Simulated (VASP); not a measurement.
Given:

```
SrCl2
1.0
    0.00000     3.34099     3.34099
    3.34099     0.00000     3.34099
    3.34099     3.34099     0.00000
Sr Cl
1 2
Direct
  0.00000   0.00000   0.00000
  0.25000   0.25000   0.25000
  0.75000   0.75000   0.75000
```

Method: PBEsol GGA, VASP's PBE PAW potentials (set 64) (plane waves; VASP). Settings: 500 eV cut-off, 6×6×6 Γ-centred mesh, Gaussian smearing of 0.050 eV, potentials Sr_sv Cl.

What does the run give for the energy per atom (σ→0), pressure, band gap (on the k-mesh) with the smallest direct gap where there is one?

- band gap (on the k-mesh) = 5.23 eV
- smallest direct gap (on the k-mesh) = 5.23 eV
- energy per atom (σ→0) = -4.408 eV/atom
- pressure = 4.98 GPa

Total energies compare only between runs with the same potentials, cut-off and functional.

The compound is SrCl2 in the fluorite structure. It was relaxed first under an external pressure of 5 GPa.
